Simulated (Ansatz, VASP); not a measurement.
**Two plane-wave programs on Li3SiP2**

```
CELL_PARAMETERS angstrom
3.59472 2.07541 2.93508
-3.59472 2.07541 2.93508
0.00000 -4.15083 2.93508
ATOMIC_POSITIONS crystal
Li 0.50000 0.50000 0.00000
Li 0.50000 0.00000 0.50000
Li 0.00000 0.50000 0.50000
Si 0.00000 0.00000 0.00000
P 0.75000 0.75000 0.75000
P 0.25000 0.25000 0.25000
```

Alike in both runs: task single point; functional PBE; k mesh 4 × 4 × 4; occupations gaussian, width 0.1 eV; no spin polarisation.

|  | VASP | Ansatz |
| --- | --- | --- |
| version | VASP 6.6.1 | Ansatz 0.2.0 |
| potentials or method | VASP PAW PBE potentials, release 64 (Li_sv, Si, P) | scalar-relativistic, plane waves, PAW |
| plane-wave cutoff (eV) | 520 | 420 |
| valence electrons in the cell | 23 | 23 |

```csv
,VASP,Ansatz,Ansatz less VASP
gap on the k mesh at the Fermi level (eV),none,none,-
rms of the force components (eV/Å),0.562,0.546,-0.0155
```

Atom by atom the forces differ by 0.016 eV/Å (rms over components). A gap of «none» marks a metal or a gap that the smearing closes. With one functional, cell and mesh, what is left measures potentials, basis and numerics.

Caveats: forces of over 1 eV/Å show positions far from the minimum, so gaps and moduli don't describe the material at rest.
